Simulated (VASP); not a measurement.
Wanted: the native input for a VASP 6.6.1 run.

```yaml
Task: single point
Functional: LDA
Potentials_or_basis: VASP PAW LDA potentials, release 64 (Pt)
Cutoff: 520 eV
k_mesh: 20 × 20 × 20
Occupations: fermi-dirac, width 0.1 eV
Spin: no spin polarisation
Dipole_correction: no
Further_INCAR_settings: ALGO = Normal; EDIFF = 1e-06; NBANDS = 11
```

The structure of Pt lies in POSCAR:

```
Pt
1.0
    2.5702419731      0.0000000000      0.0000000000
    0.0000000000      2.5702419731      0.0000000000
    0.0000000000      0.0000000000      2.5702419731
Pt
1
Direct
    0.0000000000      0.0000000000      0.0000000000
```

This isn't the form of Pt at room conditions, which is fcc.

One way to write it, as run:

INCAR

```
SYSTEM = Pt
PREC = Accurate
ENCUT = 520
EDIFF = 1E-6
ISMEAR = -1
SIGMA = 0.1
LREAL = .False.
LASPH = .True.
NELM = 80
ALGO = Normal
ISIF = 2
LWAVE = .False.
LCHARG = .True.
LELF = .True.
LVHAR = .True.
NBANDS = 11
```

KPOINTS

```
Automatic mesh
0
Gamma
  20 20 20
  0 0 0
```

Potentials or basis: VASP PAW LDA potentials, release 64 (Pt).

Run with:

```bash
$ cat potpaw_LDA.64/Pt/POTCAR > POTCAR
$ mpirun -np 1 vasp_std > vasp.out
```

Results of the run:

```json
{
 "Pressure": "0.4 GPa",
 "Band gap on the k mesh": "none (metal or under the smearing width)"
}
```

It took 69 s on 1 thread of AMD EPYC 7R43 64-Core Processor (Zen 3), on a shared host, peak memory 0.13 GiB.
